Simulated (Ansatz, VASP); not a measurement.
# Cross-check of InAs between VASP and Ansatz

Wanted: the spread between two codes on one cell, functional and k mesh. The cell is taken from a series of runs on this material, whose earlier steps may have relaxed, scaled, displaced or heated it; both programs get it as it stands.

Main program and level: Ansatz 0.2.0; plane waves, with VASP 6.6.1 beside it; zone-centre phonons at PBEsol.

## (1) The structure

It takes space group F-43m (No. 216, cubic). The conventional cell has a = 6.036 Å, b = 6.036 Å, c = 6.036 Å, α = 90.00°, β = 90.00°, γ = 90.00°. Nearest to In lie 4 As at 2.61 Å. Nearest to As lie 4 In at 2.61 Å. Farther neighbours are not listed.

## (2) VASP: zone-centre phonons, PBEsol

Second derivatives magnify differences that forces hide, and they need a tight electronic threshold.

Lines of VASP's logs that name or quote its potential files are left out, and so is its time.

INCAR

```
SYSTEM = InAs
PREC = Accurate
ENCUT = 500
EDIFF = 1E-08
NELM = 120
ISMEAR = 1
SIGMA = 0.2
LREAL = .FALSE.
ALGO = Normal
GGA = PS
NBANDS = 15
LORBIT = 11
LWAVE = .FALSE.
LCHARG = .FALSE.
ISIF = 2
IBRION = 8
LASPH = .TRUE.
GGA_COMPAT = .FALSE.
KPAR = 2
```

POSCAR

```
InAs
1.0
    0.0000000000      3.0180000000      3.0180000000
    3.0180000000      0.0000000000      3.0180000000
    3.0180000000      3.0180000000      0.0000000000
In As
1 1
Direct
    0.0000000000      0.0000000000      0.0000000000
    0.2500000000      0.2500000000      0.2500000000
```

KPOINTS

```
Automatic mesh
0
Gamma
14 14 14
0 0 0
```

The projector-augmented-wave data sets are In_d and As (PBE family, release 64).

Launch:

```console
$ mpirun -np 2 vasp_std
```

Numbers of over 12 decimals in the logs are rounded to 6 here.

Output:

```text
[banner, memory and clock lines left out]
running    2 mpi-ranks, on    1 nodes
 distrk:  each k-point on    1 cores,    2 groups
 distr:  one band on    1 cores,    1 groups

 POSCAR found type information on POSCAR InAs
 POSCAR found :  2 types and       2 ions
|                                                                             |
|               ----> ADVICE to this user running VASP <----                  |
|                                                                             |
|     You enforced a specific xc type in the INCAR file but a different       |
|     [... a line on the potential file left out ...]
|     I HOPE YOU KNOW WHAT YOU ARE DOING!                                     |
|                                                                             |

 LDA part: xc-table for (Slater+PW92), standard interpolation
 POSCAR, INCAR and KPOINTS ok, starting setup
 FFT: planning ... GRIDC
 FFT: planning ... GRID_SOFT
 FFT: planning ... GRID
 WAVECAR not read
 entering main loop
       N       E                     dE             d eps       ncg     rms          rms(c)
DAV:   1     0.110876581182E+03    0.11088E+03   -0.82066E+03  3127   0.126E+03
DAV:   2    -0.119014910232E+01   -0.11207E+03   -0.10754E+03  3337   0.298E+02
DAV:   3    -0.858971244294E+01   -0.73996E+01   -0.73616E+01  4002   0.778E+01
DAV:   4    -0.877497712502E+01   -0.18526E+00   -0.18520E+00  3835   0.137E+01
DAV:   5    -0.878287824959E+01   -0.79011E-02   -0.79010E-02  4657   0.247E+00    0.451E+00
DAV:   6    -0.851706487909E+01    0.26581E+00   -0.40118E-01  4885   0.121E+01    0.247E+00
DAV:   7    -0.848437494598E+01    0.32690E-01   -0.11352E-01  4402   0.354E+00    0.688E-01
DAV:   8    -0.848278632475E+01    0.15886E-02   -0.13265E-02  4079   0.141E+00    0.205E-01
DAV:   9    -0.848301242364E+01   -0.22610E-03   -0.90756E-04  3836   0.284E-01    0.114E-01
DAV:  10    -0.848308053653E+01   -0.68113E-04   -0.13367E-04  4815   0.176E-01    0.686E-02
DAV:  11    -0.848309890108E+01   -0.18365E-04   -0.55964E-05  3603   0.113E-01    0.513E-02
DAV:  12    -0.848309866169E+01    0.23938E-06   -0.62459E-06  3716   0.302E-02    0.762E-03
DAV:  13    -0.848309873713E+01   -0.75443E-07   -0.12836E-06  4191   0.625E-03    0.341E-03
DAV:  14    -0.848309865454E+01    0.82590E-07   -0.66839E-08  3738   0.262E-03    0.143E-03
DAV:  15    -0.848309870072E+01   -0.46173E-07   -0.26748E-09  2960   0.715E-04    0.500E-04
DAV:  16    -0.848309871730E+01   -0.16584E-07   -0.12472E-09  2134   0.305E-04    0.119E-04
DAV:  17    -0.848309871976E+01   -0.24629E-08   -0.82229E-10  1945   0.219E-04
   1 F= -.84830987E+01 E0= -.84832520E+01  d E =0.459811E-03
 Linear response reoptimize wavefunctions to high precision
DAV:   1    -0.848309872106E+01   -0.12953E-08   -0.14639E-10  2393   0.153E-04
DAV:   2    -0.848309872107E+01   -0.86402E-11   -0.48124E-11  1889   0.654E-05
 Linear response DOF=           2
 Linear response progress:
  Degree of freedom:   1/  2
       N       E                     dE             d eps       ncg     rms          rms(c)
RMM:   1    -0.233223105156E+00   -0.23322E+00   -0.89898E-02 17317   0.490E+00
RMM:   2    -0.235741770448E+00   -0.25187E-02   -0.13348E-02 21781   0.105E+00    0.787E-02
RMM:   3    -0.235706956280E+00    0.34814E-04   -0.15802E-03 23608   0.325E-01    0.390E-02
RMM:   4    -0.235505752840E+00    0.20120E-03   -0.13826E-04 24388   0.110E-01    0.210E-02
RMM:   5    -0.235454202444E+00    0.51550E-04   -0.25870E-05 25091   0.404E-02    0.719E-03
RMM:   6    -0.235450924690E+00    0.32778E-05    0.37946E-06 25291   0.138E-02    0.193E-03
RMM:   7    -0.235461495494E+00   -0.10571E-04    0.32900E-06 25591   0.411E-03    0.770E-04
RMM:   8    -0.235460147982E+00    0.13475E-05    0.35190E-06 25356   0.175E-03    0.342E-04
RMM:   9    -0.235459976377E+00    0.17160E-06    0.13897E-06 26669   0.801E-04    0.750E-05
RMM:  10    -0.235460074430E+00   -0.98053E-07    0.11581E-06 27051   0.345E-04    0.303E-05
RMM:  11    -0.235460201683E+00   -0.12725E-06    0.65544E-07 27196   0.181E-04    0.185E-05
RMM:  12    -0.235460288320E+00   -0.86638E-07    0.31636E-07 26407   0.111E-04    0.152E-05
RMM:  13    -0.235460308932E+00   -0.20612E-07    0.23628E-07 25157   0.770E-05    0.142E-05
RMM:  14    -0.235460324504E+00   -0.15572E-07    0.54793E-08 26793   0.556E-05    0.222E-05
RMM:  15    -0.235460320304E+00    0.42005E-08    0.45861E-08 21306   0.446E-05    0.131E-05
 first order change of Fermi-energy  -0.38349E-04
 force on displaced ion       1 direction 1 :  -7.738   0.000   0.000
 Linear response progress:
  Degree of freedom:   2/  2
       N       E                     dE             d eps       ncg     rms          rms(c)
RMM:   1    -0.466923172194E-01   -0.46692E-01    0.64885E-02 26299   0.156E+00
RMM:   2    -0.443510163897E-01    0.23413E-02    0.14311E-03 20278   0.578E-01    0.108E-01
RMM:   3    -0.450571957885E-01   -0.70618E-03   -0.18554E-03 23616   0.241E-01    0.475E-02
RMM:   4    -0.452715254926E-01   -0.21433E-03   -0.13799E-04 23973   0.797E-02    0.114E-02
RMM:   5    -0.453140860538E-01   -0.42561E-04   -0.15237E-05 24698   0.313E-02    0.519E-03
RMM:   6    -0.452997362793E-01    0.14350E-04   -0.15366E-06 23944   0.861E-03    0.148E-03
RMM:   7    -0.452983460579E-01    0.13902E-05   -0.22119E-07 26055   0.259E-03    0.998E-04
RMM:   8    -0.452989468372E-01   -0.60078E-06   -0.67359E-08 23960   0.112E-03    0.489E-04
RMM:   9    -0.452995951103E-01   -0.64827E-06   -0.24940E-08 24826   0.401E-04    0.102E-04
RMM:  10    -0.452996431199E-01   -0.48010E-07    0.17720E-08 26881   0.155E-04    0.663E-05
RMM:  11    -0.452996373078E-01    0.58121E-08   -0.33627E-08 25451   0.623E-05    0.113E-05
 first order change of Fermi-energy   0.26906E-03
 force on displaced ion       2 direction 1 :  -7.774   0.000   0.000
 Linear response finished
```

From OUTCAR (step 2):

```text
ion  position               nearest neighbor table
   1  0.000  0.000  0.000-   2 2.61   2 2.61   2 2.61   2 2.61
   2  0.250  0.250  0.250-   1 2.61   1 2.61   1 2.61   1 2.61

  LATTYP: Found a face centered cubic cell.
 ALAT       =     6.0360000000

 Subroutine GETGRP returns: Found 24 space group operations
 (whereof 24 operations were pure point group operations)

The static configuration has the point symmetry T_d .

 Found    104 irreducible k-points:

   k-points           NKPTS =    104   k-points in BZ     NKDIM =    104   number of bands    NBANDS=     15

   dimension x,y,z NGX =    32 NGY =   32 NGZ =   32
   dimension x,y,z NGXF=    64 NGYF=   64 NGZF=   64

   ENCUT  =  500.0 eV  36.75 Ry    6.06 a.u.   7.78  7.78  7.78*2*pi/ulx,y,z

   NELECT =      18.0000    total number of electrons

 k-points in reciprocal lattice and weights: Automatic mesh
   0.00000000  0.00000000  0.00000000       0.000
   0.07142857  0.00000000  0.00000000       0.003
   0.14285714  0.00000000  0.00000000       0.003
   0.21428571  0.00000000  0.00000000       0.003
   0.28571429  0.00000000  0.00000000       0.003
   0.35714286  0.00000000  0.00000000       0.003
   0.42857143  0.00000000  0.00000000       0.003
   0.50000000  0.00000000  0.00000000       0.001
   0.07142857  0.07142857  0.00000000       0.002
[...]
-0.28571429  0.42857143  0.21428571       0.009
  -0.28571429  0.50000000  0.21428571       0.004

 average (electrostatic) potential at core
       1 -96.3828       2 -49.4533

  Total        0.5464831      0.5464831      0.5464831      0.0000000      0.0000000     -0.0000000
  in kB       15.9257411     15.9257411     15.9257411      0.0000000      0.0000000     -0.0000000
  external PRESSURE =      15.9257411 kB  Pullay stress =       0.0000000 kB

  energy-cutoff  :      500.00
  volume of cell :       54.98
      direct lattice vectors                 reciprocal lattice vectors
     0.000000000  3.018000000  3.018000000    -0.165672631  0.165672631  0.165672631
     3.018000000  0.000000000  3.018000000     0.165672631 -0.165672631  0.165672631
     3.018000000  3.018000000  0.000000000     0.165672631  0.165672631 -0.165672631

 POSITION                                       TOTAL-FORCE (eV/Angst)
 -----------------------------------------------------------------------------------
      0.00000      0.00000      0.00000        -0.000000     -0.000000     -0.000000
      1.50900      1.50900      1.50900         0.000000      0.000000      0.000000
 -----------------------------------------------------------------------------------
    total drift:                               -0.000000     -0.000000     -0.000000

 Eigenvectors and eigenvalues of the dynamical matrix
 ----------------------------------------------------

   1 f  =    6.467650 THz    40.637445 2PiTHz  215.737589 cm-1    26.748040 meV
             X         Y         Z           dx          dy          dz
      0.000000  0.000000  0.000000     0.627485   -0.000000   -0.000000
      1.509000  1.509000  1.509000    -0.778628   -0.000000   -0.000000

   2 f  =    6.467650 THz    40.637445 2PiTHz  215.737589 cm-1    26.748040 meV
             X         Y         Z           dx          dy          dz
      0.000000  0.000000  0.000000    -0.000000    0.627485   -0.000000
      1.509000  1.509000  1.509000     0.000000   -0.778628    0.000000

   3 f  =    6.467650 THz    40.637445 2PiTHz  215.737589 cm-1    26.748040 meV
             X         Y         Z           dx          dy          dz
      0.000000  0.000000  0.000000     0.000000    0.000000   -0.627485
      1.509000  1.509000  1.509000     0.000000    0.000000    0.778628

   4 f/i=    0.007442 THz     0.046762 2PiTHz    0.248251 cm-1     0.030779 meV
             X         Y         Z           dx          dy          dz
      0.000000  0.000000  0.000000     0.233027    0.647809   -0.363736
      1.509000  1.509000  1.509000     0.187793    0.522060   -0.293130

   5 f/i=    0.007442 THz     0.046762 2PiTHz    0.248251 cm-1     0.030779 meV
             X         Y         Z           dx          dy          dz
      0.000000  0.000000  0.000000     0.742608   -0.191685    0.134361
      1.509000  1.509000  1.509000     0.598457   -0.154476    0.108279

   6 f/i=    0.007442 THz     0.046762 2PiTHz    0.248251 cm-1     0.030779 meV
             X         Y         Z           dx          dy          dz
      0.000000  0.000000  0.000000     0.022241   -0.387120   -0.675208
      1.509000  1.509000  1.509000     0.017923   -0.311974   -0.544140

 ELASTIC MODULI CONTR FROM IONIC RELAXATION (kBar)
 Direction    XX          YY          ZZ          XY          YZ          ZX
 --------------------------------------------------------------------------------
 XX          -0.0000     -0.0000     -0.0000      0.0000      0.0000      0.0000
 YY          -0.0000     -0.0000     -0.0000      0.0000      0.0000      0.0000
 ZZ          -0.0000     -0.0000     -0.0000      0.0000      0.0000      0.0000
 XY           0.0000      0.0000      0.0000   -256.2785     -0.0000     -0.0000
 YZ           0.0000      0.0000      0.0000     -0.0000   -256.2785     -0.0000
 ZX           0.0000      0.0000      0.0000     -0.0000     -0.0000   -256.2785
 --------------------------------------------------------------------------------
```

Energies printed during the response cycles are not total energies of the cell. The PAW data sets were made with PBE, which is usual practice but a small mismatch for other functionals.

## (3) Ansatz: zone-centre phonons, PBEsol

Ansatz runs on its default PAW (the set named soft_2) files.

The same cell, functional, mesh and smearing now go to Ansatz, which takes its cutoff from its data sets.

input.yaml

```yaml
crystal:
  lattice:
    - [0.0, 3.018, 3.018]
    - [3.018, 0.0, 3.018]
    - [3.018, 3.018, 0.0]
  atoms:
    - { symbol: In, position: [0.0, 0.0, 0.0] }
    - { symbol: As, position: [0.25, 0.25, 0.25] }
kpoints:
  mp_grid: { grid: [14, 14, 14] }
hamiltonian:
  xc: pbesol
scf:
  occupations: { method: methfessel_paxton, width: 0.2 }
output:
  eigenvalues: true
phonons:
  method: dfpt
```

Launch:

```console
$ ansatz run input.yaml --threads 8 --pin off --max-ram 14336MiB --backend cpu --events-out ev --progress --plain --runs-dir out
```

Output:

```text
zone centre: on kpoints.mp_grid the ground state, and the responses unless they are solved on pairs of k-points, stand on 244 of the mesh's 2744 k-points, reduced under 8 symmetry operations, with k and −k counted as one. Each operation leaves every solved displacement unchanged or reverses it
Engine: ansatz 0.2.0, x86_64-unknown-linux-gnu
Pseudopotentials: kind: paw
Pseudopotential: In, paw, valence charge 13, recommended cutoff 420 eV (normal), In.paw.azcp
Pseudopotential: As, paw, valence charge 15, recommended cutoff 420 eV (normal), As.paw.azcp
Functional definition: PBEsol
  exchange = pbesol_x
  correlation = pbesol_c
Crystal: 2 atoms, lattice volume = 54.978 Å³
Basis set: ecut = 420 eV, 1067 PW (Γ), exchange–correlation on 60×60×60 points (8 copies of the dense FFT grid, shifted against one another)
Bands: 18, of which v1, the nominal top of the filled ones, is band 14 counted from 1 (13 counted from 0)
Symmetry: 24 space group operations
k-points: 244 of 2744 (irreducible under 8 space group operations, time reversal used)
Non-local potential: In, projectors of the file, l = 0: 2, l = 1: 2, l = 2: 2, l = 3: 2
Non-local potential: As, projectors of the file, l = 0: 2, l = 1: 2, l = 2: 3, l = 3: 1
PAW form: soft (Blöchl's): semilocal exchange-correlation on the pseudo side does not see the compensation charge
PAW frozen core: In, regenerated for the run's functional, and the local potential with it (the file was generated under x = pbe(κ = 0.804, μ = 0.219515), c = pbe(β = 0.066725))
PAW frozen core: As, regenerated for the run's functional, and the local potential with it (the file was generated under x = pbe(κ = 0.804, μ = 0.219515), c = pbe(β = 0.066725))
PAW one-centre angular grid: In, 590 points (default); XC on 64 Gauss nodes
PAW one-centre angular grid: As, 590 points (default); XC on 64 Gauss nodes
Initial density: superposition of atomic densities (neutral atoms: chi_scale 0, normalization atom), corrected by the library's trained network
Initial wavefunctions: pseudopotential atomic-orbital guess
Functional: x = pbesol(κ = 0.804, μ = 0.123457), c = pbesol(β = 0.046)
SCF iter   1: F=—  HF=-10338.829500 eV  |F-HF|=—  |Δ(HF+E_count)|=         —  Δρ=4.46e-3  dr2=1.85e-2  ethr=1.77e-3  ⟨swp⟩=5.0  Hψ=20650  notcnv=0
preconditioner: auto → none  [insulator: Δε(μ)=0.663 eV  Ē_g=14.652 eV  σ=0.200 eV  W_gap=0.69  n_scr=14 (ndim 8)  ℏωp=21.2 eV  f_vac=0.106  D(μ)=0.04/eV (n_scr^D=0)  ε∞_Penn≈3.1]
SCF iter   2: F=—  HF=-10338.822315 eV  |F-HF|=—  |Δ(HF+E_count)|=   7.19e-3  S|Δr|=    0.00e0  Δρ=1.46e-3  dr2=9.85e-4  ethr=6.62e-5  ⟨swp⟩=2.0  Hψ=7296  notcnv=0
SCF iter   3: F=—  HF=-10338.822152 eV  |F-HF|=—  |Δ(HF+E_count)|=   1.63e-4  S|Δr|=    0.00e0  Δρ=4.89e-4  dr2=1.35e-4  ethr=3.52e-6  ⟨swp⟩=2.0  Hψ=7809  notcnv=0
SCF iter   4: F=—  HF=-10338.822180 eV  |F-HF|=—  |Δ(HF+E_count)|=   2.75e-5  S|Δr|=    0.00e0  Δρ=2.03e-4  dr2=1.41e-5  ethr=4.82e-7  ⟨swp⟩=2.0  Hψ=5271  notcnv=0
SCF iter   5: F=—  HF=-10338.822191 eV  |F-HF|=—  |Δ(HF+E_count)|=   1.11e-5  S|Δr|=    0.00e0  Δρ=1.45e-5  dr2=7.55e-8  ethr=5.03e-8  ⟨swp⟩=2.0  Hψ=5221  notcnv=0
SCF iter   6: F=—  HF=-10338.822191 eV  |F-HF|=—  |Δ(HF+E_count)|=   1.60e-7  S|Δr|=    0.00e0  Δρ=2.72e-6  dr2=2.95e-9  ethr=2.70e-10  ⟨swp⟩=2.0  Hψ=6589  notcnv=0
SCF iter   7: F=—  HF=-10338.822191 eV  |F-HF|=—  |Δ(HF+E_count)|=   5.18e-9  S|Δr|=    0.00e0  Δρ=3.98e-7  dr2=6.05e-11  ethr=1.05e-11  ⟨swp⟩=2.0  Hψ=7809  notcnv=0
SCF iter   8: F=—  HF=-10338.822191 eV  |F-HF|=—  |Δ(HF+E_count)|=  1.82e-11  S|Δr|=    0.00e0  Δρ=2.28e-7  dr2=2.02e-11  ethr=1.00e-12  ⟨swp⟩=6.0  Hψ=19776  notcnv=0
SCF iter   9: F=-10338.822191 eV  HF=-10338.822191 eV  |F-HF|=0.00e0  |Δ(HF+E_count)|=  9.09e-12  S|Δr|=    0.00e0  Δρ=3.05e-8  dr2=2.98e-13  ethr=1.00e-12  ⟨swp⟩=5.0  Hψ=17792  notcnv=0
SCF 1 converged in 9 iterations: F = -10338.822191 eV  dr2 = 2.98e-13
  greatest PAW one-centre occupation: 0.999 electrons in one spin orbital (limit 2), on the As atom at site 1 (counted from 0), in its partial waves of l = 2
DFPT response loops at Γ: preconditioner auto → Kerker (q_TF=auto, 2.438 Å⁻¹) (partly filled bands, converged f_vac=0.086); β = 1.00, the filter's whole step (`scf.mixing.beta` (0.50) is not read by the response loops under this deck's `scf.mixing.preconditioner`; to damp them name `kerker` or `kerker_dos`, under which they read `scf.mixing.beta`, and type it under 1.00, their step now; both keys bind the ground state too); Broyden in place of MSR1
SCF converged after 9 iterations
Stability not checked: this state was not tested for a lower state beside it, because cold or Methfessel-Paxton smearing, or corrected tetrahedra, fill the levels in a way that the test cannot read (fill_not_monotonic; see scf.lower_state_search)
Free energy (F): -10338.822191 eV
Harris-Foulkes:  -10338.822191 eV  (|F-HF|=0.00e0)
Internal energy: -10338.822654 eV  (E = F + TS)
E sigma→0 (E₀):  -10338.822306 eV
Entropy (-TS):   0.000463 eV (0.232 meV/atom)
Fermi energy:    7.828252 eV
Step filling:    the computed levels leave a gap of 0.0000 eV = 0.0 smearing widths at the electron count; against every level under it full and every level over it empty, smearing changes F+E_penalty+E_count by +0.165 meV and its σ→0 estimate by +0.049 meV
--- Per-component energies (eV) ---
  E_band       = -313.992745
  E_kinetic    = 347.433727
  E_local      = -3270.375096  (includes V_loc(G=0)·N_el)
  E_nonlocal   = -299.744377
  E_hartree    = 1580.345366
  E_xc         = -292.186176
  E_vxc        = -179.217866  (∫ρ·V_xc dr)
  E_paw        = -5877.699047  (= ΣΔE_a)
  E_vpaw       = -72.779872  (= ΣTr[D̂ρ^β])
  E_aug_tail   = 0.000034  (compensation charges beyond the density's cutoff)
  E_ewald      = -2527.799418
  E_core_change = 1.202331  (= ΣΔE_core)
  E_smearing   = 0.000463  (= −TS)
  E_closure    = -0.000000  (closes the sum)
  Σ components = -10338.822191   (vs F -10338.822191, Δ=0.00e0)
--- Band table (eV; the first three rows and the last of 244) ---
  k-point 0: bands = [... 10 lower, -4.1469, 7.5204, 7.7814, 7.7814, 7.7814, 11.6524, 11.6524, 11.6524]
  k-point 1: bands = [... 10 lower, -4.0924, 6.6516, 7.7119, 7.7119, 8.4636, 11.6613, 11.7550, 11.7550]
  k-point 2: bands = [... 10 lower, -3.9333, 5.5938, 7.5345, 7.5345, 8.9186, 11.8816, 12.0069, 12.0069]
  k-point 243: bands = [... 10 lower, -2.0465, 2.0234, 4.8053, 4.8787, 11.5797, 11.7804, 13.1880, 14.0032]
--- Phonons (Γ-DFPT): 2 representative perturbations + reference, on 244 of 2744 k-points (Σ response iterations 6) ---
  k mesh reduced under 8 symmetry operations, with k and −k counted as one. Each operation leaves every solved displacement unchanged or reverses it
  ASR residual: 8.756e-5 → 0.000e0 eV/Å²; symmetrization residual: 2.176e-7 eV/Å²
  ASR residual per site (eV/Å²): 8.76e-5 3.89e-6
  Γ frequencies (cm⁻¹): 0.00 0.00 0.00 215.39 215.39 215.39
  non-analytic LO–TO correction: not included (Born effective charges unavailable; polar crystals: no LO–TO splitting at Γ)
```

## (4) Differences

Known differences besides the potentials themselves: the data sets hold 28 valence electrons in Ansatz (on its default PAW (the set named soft_2) files) and 18 in VASP; the cutoff is 420 eV in Ansatz and 500 eV in VASP; Ansatz makes its cores anew for this functional, VASP keeps those of its PBE data sets. Total energies have different zeros and are not compared.

Both answers:

| quantity | Ansatz | VASP | difference |
| --- | --- | --- | --- |
| optical mode 1 to 3 (cm⁻¹) | 215.4 | 215.7 | -0.16 % |

Modes are paired by rising frequency, not by their patterns, so a pair may set unlike modes beside each other; they are those without the splitting of longitudinal modes.

## (5) What came out

| Property | Result |
| --- | --- |
| r.m.s. difference of the optical zone-centre modes, each program's sorted by frequency (zone-centre phonons, PBEsol) | 0.35 cm⁻¹ |

**Reading.** The r.m.s. difference of the optical zone-centre modes, each program's sorted by frequency is 0.35 cm⁻¹ (zone-centre phonons, PBEsol). The data sets hold unlike numbers of valence electrons (28 in Ansatz and 18 in VASP), so part of the differences comes from the potentials. How closely two codes agree says nothing of how well the functional describes the real material.

[Lines on the potential files, build, host, timing and source positions are cut from VASP's logs without a mark.]

[Logs are printed without paths, hosts, clocks, repeated set-up lines and the standing remarks that a program may print on its own settings, such as how far it seeks lower states.]

[Hosts, paths, dates, database ids (printed as entryN), source tags and the programs' standing remarks are cut or masked in the printed files.]
